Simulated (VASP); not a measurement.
Shape and ions are relaxed at each volume.

Energy against volume of Mg (hcp). Calculation: LDA (Ceperley-Alder, Perdew-Zunger), VASP's LDA PAW potentials (set 64) (plane waves; VASP 6.6.1).

```csv
V (Å³/atom),E (eV/atom)
20.138,-1.79451
20.780,-1.80283
21.423,-1.80538
22.066,-1.80303
22.708,-1.79655
```

Problem. Fit a third-order Birch-Murnaghan equation of state.

Solution. 
```json
{
 "volume_per_atom": "21.42 Å^3/atom",
 "bulk_modulus": "40.6 GPa",
 "pressure_derivative_of_the_bulk_modulus": "4.49"
}
```

Measured: bulk modulus 38.6 GPa at 0 K (computed value off by +5.1 %), as given by K. Lejaeghere et al., Critical reviews in solid state and materials sciences/CRC critical reviews in solid state and materials sciences (2013), arXiv:1204.2733 [extrapolated to 0 K and zero-point effects removed (source: thermally corrected experimental values)].

The compound is Mg in the hcp structure. It was relaxed first, which changed the volume by -8 %.
